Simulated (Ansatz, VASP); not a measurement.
# Cross-check of CuH8C6N2Cl2 (CuH8C6N2Cl2 (C2/m)) between VASP and Ansatz, part 2 of 2

Wanted: the spread between two codes on one cell, functional and k mesh. The cell is taken from a series of runs on this material, whose earlier steps may have relaxed, scaled, displaced or heated it; both programs get it as it stands.

VASP 6.6.1 and Ansatz 0.2.0.

So far: The starting structure; Ansatz: single point, LDA.

## (3) VASP: single point, LDA

Level of this step: LDA, no spin polarisation; plane waves and PAW (Cu, H, C, N, Cl) (VASP).

The same cell, functional (in two slightly different forms), mesh and smearing now go to VASP, with its own data sets.

Lines of VASP's logs that name or quote its potential files are left out, and so is its time.

The input, INCAR:

```
SYSTEM = CuH8C6N2Cl2
PREC = Accurate
ENCUT = 520
EDIFF = 1E-06
NELM = 120
ISMEAR = 0
SIGMA = 0.05
LREAL = Auto
ALGO = Normal
GGA = CA
NBANDS = 374
LASPH = .TRUE.
LORBIT = 11
LWAVE = .FALSE.
LCHARG = .FALSE.
ISIF = 2
GGA_COMPAT = .FALSE.
```

The input, POSCAR:

```
CuH8C6N2Cl2
1.0
   12.8193000000      0.0000000000      0.0000000000
    0.0000000000     13.8062000000      0.0000000000
   -2.6365800000      0.0000000000      9.2057700000
Cu H C N Cl
8 64 48 16 16
Direct
    0.9591500000      0.2490300000      0.6623100000
    0.0401900000      0.2513900000      0.3382500000
    0.4624000000      0.9998700000      0.6620500000
    0.5430600000      0.9974000000      0.3363500000
    0.9588900000      0.7484900000      0.6633200000
    0.0423300000      0.7484400000      0.3333700000
    0.4609200000      0.5020100000      0.6652000000
    0.5404100000      0.4992000000      0.3370000000
    0.8323100000      0.4086800000      0.4836800000
    0.1646600000      0.4123900000      0.5143300000
    0.3327700000      0.1621600000      0.4846100000
    0.6684100000      0.1620300000      0.5117200000
    0.1682800000      0.0866400000      0.5180100000
    0.8313500000      0.0898100000      0.4859200000
    0.6660400000      0.3374100000      0.5153700000
    0.3315300000      0.3396500000      0.4864700000
    0.5700400000      0.0722400000      0.9152400000
    0.4279900000      0.0746600000      0.0841800000
    0.0695800000      0.3222000000      0.9118200000
    0.9309900000      0.3236600000      0.0839300000
    0.4298400000      0.4285700000      0.0851800000
    0.5705400000      0.4284100000      0.9148100000
    0.9297400000      0.1791200000      0.0874200000
    0.0706600000      0.1799400000      0.9113900000
    0.6175600000      0.1807900000      0.0084500000
    0.3815200000      0.1831600000      0.9956100000
    0.1192400000      0.4318300000      0.0086700000
    0.8811800000      0.4317800000      0.9951900000
    0.3801700000      0.3165400000      0.9933700000
    0.6186000000      0.3185900000      0.0058900000
[... 116 atom lines left out ...]
    0.3720500000      0.4999900000      0.3778800000
    0.6254300000      0.5011800000      0.6211500000
    0.8181500000      0.7494200000      0.7632600000
    0.1822200000      0.7505000000      0.2361400000
    0.3218500000      0.4964700000      0.7632200000
    0.6809100000      0.5026000000      0.2377300000
```

The input, KPOINTS:

```
Automatic mesh
0
Gamma
1 1 2
0 0 0
```

The projector-augmented-wave data sets are Cu, H, C, N and Cl (LDA family, release 64).

Started as:

```sh
$ export OMP_NUM_THREADS=3
$ mpirun -np 1 vasp_std
```

Numbers of over 12 decimals in the logs are rounded to 6 here.

The program printed:

```text
[banner, memory and clock lines left out]
running    1 mpi-ranks, on    1 nodes
[...]
Offloading initialized ...    1 GPUs detected
[...]
LDA part: xc-table for (Slater(with rela. corr.)+CA(PZ))
 , standard interpolation
 POSCAR, INCAR and KPOINTS ok, starting setup
[...]
entering main loop
       N       E                     dE             d eps       ncg     rms          rms(c)
DAV:   1     0.542011325520E+04    0.54201E+04   -0.21427E+05  1496   0.138E+03
DAV:   2     0.505717582217E+02   -0.53695E+04   -0.47877E+04  1664   0.369E+02
DAV:   3    -0.945206140007E+03   -0.99578E+03   -0.93679E+03  1784   0.173E+02
DAV:   4    -0.106115714348E+04   -0.11595E+03   -0.11176E+03  2472   0.641E+01
[...]
DAV:  50    -0.943767223352E+03    0.27258E-05   -0.11160E-05   880   0.796E-03    0.415E-02
DAV:  51    -0.943767221981E+03    0.13701E-05   -0.20792E-05   832   0.518E-03    0.944E-03
DAV:  52    -0.943767221047E+03    0.93437E-06   -0.58320E-06   808   0.483E-03
   1 F= -.94376722E+03 E0= -.94374454E+03  d E =-.453687E-01
```

OUTCAR, selected parts (step 3):

```text
  FREE ENERGIE OF THE ION-ELECTRON SYSTEM (eV)
  ---------------------------------------------------
  free  energy   TOTEN  =      -943.7672210470 eV

  energy  without entropy=     -943.7218523653  energy(sigma->0) =     -943.74453671
```

This run has no spin polarisation, so a moment on Cu, if there is one, isn't seen. The gap is under twice the smearing width, so the edge states are partly filled and the run can't tell a small gap from a semimetal.

## (4) Side by side

Known differences besides the potentials themselves: the two LDA forms differ slightly; the data sets hold 600 valence electrons in Ansatz (on its default PAW (the set named soft_2) files) and 536 in VASP; the cutoff is 420 eV in Ansatz and 520 eV in VASP (PREC = Accurate, projectors in real space); VASP's log shows a relativistic correction to its local exchange, Ansatz's none. Total energies have different zeros and are not compared.

Forces on 9 of the 152 atoms, those with the largest forces and the largest differences (eV/Å; atoms numbered as in POSCAR):

| atom | Ansatz x, y, z | VASP x, y, z |
| --- | --- | --- |
| C82 | -0.314, 2.353, -1.039 | -0.256, 2.333, -0.948 |
| C88 | 1.161, -1.088, 1.977 | 1.112, -1.068, 1.890 |
| C91 | -3.224, 1.081, 0.671 | -3.203, 1.077, 0.672 |
| C99 | 1.098, 1.177, 2.834 | 1.150, 1.170, 2.908 |
| C100 | -0.414, -4.770, -0.081 | -0.446, -4.749, -0.133 |
| C106 | -1.859, 0.610, -2.755 | -1.800, 0.596, -2.670 |
| C108 | -1.954, -1.526, -2.307 | -1.908, -1.536, -2.242 |
| C116 | 0.240, 3.318, -0.894 | 0.229, 3.300, -0.892 |
| C118 | 0.967, 1.612, -3.119 | 0.963, 1.607, -3.077 |

The forces differ by 32 meV/Å r.m.s., which is 3.5 % of the r.m.s. force of 0.921 eV/Å (both taken over all components).

## (5) What came out

```json
{
  "r.m.s. force difference (single point, LDA)": "3.5 % of the r.m.s. force"
}
```

The r.m.s. force difference is 3.5 % of the r.m.s. force (single point, LDA), beyond the 3 % picked in this series as the mark of a large difference. The data sets hold unlike numbers of valence electrons (600 in Ansatz and 536 in VASP), so part of the differences comes from the potentials. What causes the difference of the single point, LDA pair stays open here. Such differences can come from data sets, numerical settings and the points named under the comparisons, not from the functional's error against experiment.

[Lines on the potential files, build, host, timing and source positions are cut from VASP's logs without a mark.]

[Logs are printed without paths, hosts, clocks, repeated set-up lines and the standing remarks that a program may print on its own settings, such as how far it seeks lower states.]

[Hosts, paths, dates, database ids (printed as entryN), source tags and the programs' standing remarks are cut or masked in the printed files.]
